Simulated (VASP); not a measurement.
Given:

```
InSb
1.0
    0.00000     3.32144     3.32144
    3.32144     0.00000     3.32144
    3.32144     3.32144     0.00000
In Sb
1 1
Cartesian
  3.32144   3.32144   0.00000
  1.66072   1.66072   1.66072
```

These are MS2 meta-GGA, VASP's PBE PAW potentials (set 64) (plane waves; VASP) values and carry that method's errors. Run with 520 eV cut-off, 10×10×10 Γ-centred mesh, first-order Methfessel-Paxton smearing of 0.10 eV, potentials In_d Sb.

Task: Give the stress tensor in GPa (positive for a compressed cell).

Result: 
```
-2.24   0.00   0.00
 0.00  -2.24   0.00
 0.00   0.00  -2.24
```
The pressure is its mean diagonal, -2.24 GPa.

The compound is InSb in the zinc blende structure. This cell is one point of a volume scan, at 1.06 of the reference volume.
